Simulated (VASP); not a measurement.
PbF2 (fluorite), at 0.96 of the tabulated volume:

```
PbF2
1.0
    0.00000     2.92986     2.92986
    2.92986     0.00000     2.92986
    2.92986     2.92986     0.00000
Pb F
1 2
Direct
  0.00000   0.00000   0.00000
  0.25000   0.25000   0.25000
  0.75000   0.75000   0.75000
```

The lowest empty band near X, direction across the valley's axis, from mBJ (TB09) with spin-orbit coupling in VASP (PAW); its two spin partners are averaged. The gap over the points computed is 5.48 eV, and the next band on that side lies 3.15 eV away at the edge.

Settings: 520 eV cut-off, 7×7×7 Γ-centred mesh, Gaussian smearing of 0.050 eV, potentials Pb_d F.

| distance from the edge in k (1/Å) | distance in energy (meV) |
|---|---|
| 0.025 | 3.5 |
| 0.035 | 6.8 |
| 0.050 | 13.9 |
| 0.070 | 27.1 |

Problem. Fit E(1 + αE) = ħ²k²/2m* (ħ²/2m0 = 3.810 eV Å²) and predict the row at 0.095 1/Å.

Solution. The rows don't resolve α, so a parabola serves: the electron mass is m* = 0.688 m0, and so 50.0 meV. The run gave 49.7 meV, -0.3 meV from the fit.

Left out are points under 3 meV from the edge, since the levels carry 0.1 meV, and points farther than half the way to the next band.

The compound is PbF2 in the fluorite structure, the β form. The cell was not relaxed at this level.
